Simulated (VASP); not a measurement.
These are PBEsol GGA, VASP's PBE PAW potentials (set 64) (plane waves; VASP) values and carry that method's errors.

Input for VASP

### INCAR
```
ALGO = Normal
EDIFF = 1E-6
EDIFFG = -0.02
ENCUT = 620
GGA = PS
IBRION = 2
ISIF = 3
ISMEAR = 0
LASPH = .TRUE.
LCHARG = .FALSE.
LMAXMIX = 4
LREAL = .FALSE.
LWAVE = .FALSE.
NELM = 100
NSW = 40
PREC = Accurate
PSTRESS = 50
SIGMA = 0.05
SYSTEM = PbO
```

File KPOINTS:
```
Automatic mesh
0
Gamma
8 8 8
0 0 0
```

### POSCAR
```
PbO
1.0
  3.1582674355   0.0000000000   0.0000000000
  0.0000000000   3.1582674355   0.0000000000
  0.0000000000   0.0000000000   3.1582674355
Pb O
1 1
Direct
  0.0000000000   0.0000000000   0.0000000000
  0.5000000000   0.5000000000   0.5000000000
```

POTCAR, in this order: Pb_d O (PBE.64 set). Program: vasp_std.

Question: What will the output report for the number of irreducible k-points (NKPTS), largest plane-wave count, number of space-group operations, FFT grid (NGX, NGY, NGZ)?

Answer: 
The number of irreducible k-points (NKPTS) comes out as 35 and the largest plane-wave count is 1141. The number of space-group operations is 48. The FFT grid (NGX, NGY, NGZ) is 28 × 28 × 28.

The structure was generated: PbO was put into the CsCl type type (Pm-3m), which need not be its known phase. This run relaxes it under an external pressure of 5 GPa. Symmetry was kept, so distortions that lower it aren't found.
